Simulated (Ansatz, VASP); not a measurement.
**Cross-check of WC (Qusongite) between VASP and Ansatz**

Aim: how closely do two programs agree when they are given the same cell, functional and k mesh? The cell is taken from a series of runs on this material, whose earlier steps may have relaxed, scaled, displaced or heated it; both programs get it as it stands.

Program: Ansatz 0.2.0. Level of theory: plane waves, with VASP 6.6.1 beside it; zone-centre phonons at LDA. Results are calculated unless marked as measured.

**1. The structure**

The structure is hexagonal, space group P-6m2 (No. 187). Conventional cell: a = 2.820 Å, b = 2.820 Å, c = 2.765 Å, α = 90.00°, β = 90.00°, γ = 120.00°. Nearest to C lie 6 W at 2.14 Å. Nearest to W lie 6 C at 2.14 Å. Farther neighbours are not listed.

**2. Ansatz: zone-centre phonons, LDA**

Ansatz runs on its PAW soft_1 files.

Second derivatives magnify differences that forces hide, and they need a tight electronic threshold.

input.yaml

```yaml
crystal:
  lattice:
    - [2.8200883082, 0.0, 0.0]
    - [-1.4100441541, 2.4422681158, 0.0]
    - [0.0, 0.0, 2.7651303344]
  atoms:
    - { symbol: C, position: [0.6666666667, 0.3333333333, 0.5] }
    - { symbol: W, position: [0.0, 0.0, 0.0] }
kpoints:
  mp_grid: { grid: [18, 18, 16] }
hamiltonian:
  xc: lda
  pseudopotentials: { kind: paw, azcp: { folder: soft_1 }, xc_functional: pbe }
scf:
  occupations: { method: methfessel_paxton, width: 0.2 }
output:
  eigenvalues: true
phonons:
  method: dfpt
```

Started as:

```bash
> ansatz run input.yaml --threads 4 --pin off --max-ram 10240MiB --backend cpu --events-out ev --progress --plain --runs-dir out
```

Numbers of over 12 decimals in the logs are rounded to 6 here.

The program printed:

```text
zone centre: on kpoints.mp_grid the ground state, and the responses unless they are solved on pairs of k-points, stand on 819 of the mesh's 5184 k-points, reduced under 4 symmetry operations, with k and −k counted as one. Each operation leaves every solved displacement unchanged or reverses it
Engine: ansatz 0.2.0, x86_64-unknown-linux-gnu
Pseudopotentials: kind: paw
Pseudopotential: C, paw, valence charge 4, recommended cutoff 420 eV (normal), soft_1/C.paw.azcp
Pseudopotential: W, paw, valence charge 14, recommended cutoff 420 eV (normal), soft_1/W.paw.azcp
Functional definition: SPW92
  exchange = slater_x
  correlation = pw_c
Crystal: 2 atoms, lattice volume = 19.045 Å³
Basis set: ecut = 420 eV, 393 PW (Γ), exchange–correlation on 40×40×40 points (8 copies of the dense FFT grid, shifted against one another)
Bands: 13, of which v1, the nominal top of the filled ones, is band 9 counted from 1 (8 counted from 0)
Symmetry: 12 space group operations
k-points: 819 of 5184 (irreducible under 4 space group operations, time reversal used)
Non-local potential: C, projectors of the file, l = 0: 2, l = 1: 2, l = 2: 1
Non-local potential: W, projectors of the file, l = 0: 3, l = 1: 2, l = 2: 2, l = 3: 1
PAW form: soft (Blöchl's): semilocal exchange-correlation on the pseudo side does not see the compensation charge
PAW frozen core: C, regenerated for the run's functional, and the local potential with it (the file was generated under x = pbe(κ = 0.804, μ = 0.219515), c = pbe(β = 0.066725))
PAW frozen core: W, regenerated for the run's functional, and the local potential with it (the file was generated under x = pbe(κ = 0.804, μ = 0.219515), c = pbe(β = 0.066725))
PAW one-centre angular grid: C, 110 points (default); XC on 64 Gauss nodes
PAW one-centre angular grid: W, 590 points (default); XC on 64 Gauss nodes
Initial density: superposition of atomic densities (chi_scale 0.1, normalization cell, long waves kept (reshape's long-wave potential 0.00 eV rms))
Initial wavefunctions: pseudopotential atomic-orbital guess
Functional: x = slater, c = lda
SCF iter   1: F=—  HF=-10375.358137 eV  |F-HF|=—  |Δ(HF+E_count)|=         —  Δρ=1.42e-1  dr2=4.83e0  ethr=3.10e-3  ⟨swp⟩=5.0  Hψ=52482  notcnv=0
preconditioner: auto → none  [metal: Δε(μ)=0.032 eV  Ē_g=11.534 eV  σ=0.200 eV  W_gap=0.14  n_scr=8 (ndim 8)  ℏωp=26.9 eV  f_vac=0.000  D(μ)=0.20/eV (n_scr^D=0)  sad-step TF]
SCF iter   2: F=—  HF=-10374.718702 eV  |F-HF|=—  |Δ(HF+E_count)|=   6.39e-1  S|Δr|=    0.00e0  Δρ=9.85e-2  dr2=2.41e0  ethr=3.10e-3  ⟨swp⟩=2.0  Hψ=20283  notcnv=0
SCF iter   3: F=—  HF=-10374.071809 eV  |F-HF|=—  |Δ(HF+E_count)|=   6.47e-1  S|Δr|=    0.00e0  Δρ=5.96e-3  dr2=3.69e-3  ethr=3.10e-3  ⟨swp⟩=2.5  Hψ=18734  notcnv=0
SCF iter   4: F=—  HF=-10374.073092 eV  |F-HF|=—  |Δ(HF+E_count)|=   1.28e-3  S|Δr|=    0.00e0  Δρ=1.13e-3  dr2=1.07e-4  ethr=2.05e-5  ⟨swp⟩=2.3  Hψ=23529  notcnv=0
SCF iter   5: F=—  HF=-10374.073127 eV  |F-HF|=—  |Δ(HF+E_count)|=   3.47e-5  S|Δr|=    0.00e0  Δρ=1.37e-4  dr2=2.63e-6  ethr=5.93e-7  ⟨swp⟩=2.1  Hψ=14471  notcnv=0
SCF iter   6: F=—  HF=-10374.073124 eV  |F-HF|=—  |Δ(HF+E_count)|=   2.81e-6  S|Δr|=    0.00e0  Δρ=2.02e-5  dr2=4.19e-8  ethr=1.46e-8  ⟨swp⟩=2.7  Hψ=17099  notcnv=0
SCF iter   7: F=—  HF=-10374.073124 eV  |F-HF|=—  |Δ(HF+E_count)|=   3.65e-7  S|Δr|=    0.00e0  Δρ=4.14e-6  dr2=1.14e-9  ethr=2.33e-10  ⟨swp⟩=2.2  Hψ=15487  notcnv=0
SCF iter   8: F=—  HF=-10374.073124 eV  |F-HF|=—  |Δ(HF+E_count)|=  1.40e-10  S|Δr|=    0.00e0  Δρ=4.27e-7  dr2=1.01e-11  ethr=6.31e-12  ⟨swp⟩=2.7  Hψ=16513  notcnv=0
SCF iter   9: F=-10374.073124 eV  HF=-10374.073124 eV  |F-HF|=1.82e-12  |Δ(HF+E_count)|=  1.82e-12  S|Δr|=    0.00e0  Δρ=3.22e-8  dr2=5.00e-14  ethr=1.00e-12  ⟨swp⟩=5.0  Hψ=39816  notcnv=0
SCF 1 converged in 9 iterations: F = -10374.073124 eV  dr2 = 5.00e-14
  greatest PAW one-centre occupation: 0.999 electrons in one spin orbital (limit 2), on the W atom at site 1 (counted from 0), in its partial waves of l = 0
DFPT response loops at Γ: preconditioner auto → Kerker (q_TF=auto, 2.703 Å⁻¹) (partly filled bands, converged f_vac=0.000); β = 1.00, the filter's whole step (`scf.mixing.beta` (0.50) is not read by the response loops under this deck's `scf.mixing.preconditioner`; to damp them name `kerker` or `kerker_dos`, under which they read `scf.mixing.beta`, and type it under 1.00, their step now; both keys bind the ground state too); Broyden in place of MSR1
SCF converged after 9 iterations
Stability not checked: this state was not tested for a lower state beside it, because cold or Methfessel-Paxton smearing, or corrected tetrahedra, fill the levels in a way that the test cannot read (fill_not_monotonic; see scf.lower_state_search)
Free energy (F): -10374.073124 eV
Harris-Foulkes:  -10374.073124 eV  (|F-HF|=1.82e-12)
Internal energy: -10374.073072 eV  (E = F + TS)
E sigma→0 (E₀):  -10374.073111 eV
Entropy (-TS):   -0.000052 eV (-0.026 meV/atom)
Fermi energy:    22.222171 eV
--- Per-component energies (eV) ---
  E_band       = -31.008511
  E_kinetic    = 518.237812
  E_local      = -546.245515  (includes V_loc(G=0)·N_el)
  E_nonlocal   = 4.396983
  E_hartree    = 231.668099
  E_xc         = -316.457166
  E_vxc        = -294.228181  (∫ρ·V_xc dr)
  E_paw        = -8417.461192  (= ΣΔE_a)
  E_vpaw       = -176.505957  (= ΣTr[D̂ρ^β])
  E_aug_tail   = 0.000149  (compensation charges beyond the density's cutoff)
  E_ewald      = -1848.558324
  E_core_change = 0.346082  (= ΣΔE_core)
  E_smearing   = -0.000052  (= −TS)
  E_closure    = 0.000000  (closes the sum)
  Σ components = -10374.073124   (vs F -10374.073124, Δ=0.00e0)
--- Band table (eV; the first three rows and the last of 819) ---
  k-point 0: bands = [... 5 lower, 17.3621, 18.5148, 18.5148, 22.2877, 25.7902, 25.7902, 28.2563, 28.2563]
  k-point 1: bands = [... 5 lower, 17.3355, 18.5622, 18.5622, 22.2705, 25.3841, 25.3841, 28.5116, 28.5116]
  k-point 2: bands = [... 5 lower, 17.2041, 18.7009, 18.7009, 22.3034, 24.5490, 24.5490, 28.8602, 28.8602]
  k-point 818: bands = [... 5 lower, 15.2168, 16.1051, 20.2383, 20.8507, 27.8217, 28.3038, 29.0601, 32.6545]
--- Phonons (Γ-DFPT): 4 representative perturbations + reference, on 819 of 5184 k-points (Σ response iterations 12) ---
  k mesh reduced under 4 symmetry operations, with k and −k counted as one. Each operation leaves every solved displacement unchanged or reverses it
  ASR residual: 2.035e-5 → 0.000e0 eV/Å²; symmetrization residual: 1.112e-6 eV/Å²
  ASR residual per site (eV/Å²): 2.39e-6 2.03e-5
  Γ frequencies (cm⁻¹): 0.00 0.00 0.00 684.08 691.25 691.25
  non-analytic LO–TO correction: not included (Born effective charges unavailable; polar crystals: no LO–TO splitting at Γ)
```

Reading the cycles: dr2 is the Hartree energy of the density residual (eV), the measure of convergence; HF is the Harris–Foulkes estimate of the energy, which meets the free energy F at convergence.

(Part 1 of 2 ends here.)

[Lines on the potential files, build, host, timing and source positions are cut from VASP's logs without a mark.]

[Logs are printed without paths, hosts, clocks, repeated set-up lines and the standing remarks that a program may print on its own settings, such as how far it seeks lower states.]

[Hosts, paths, dates, database ids (printed as entryN), source tags and the programs' standing remarks are cut or masked in the printed files.]
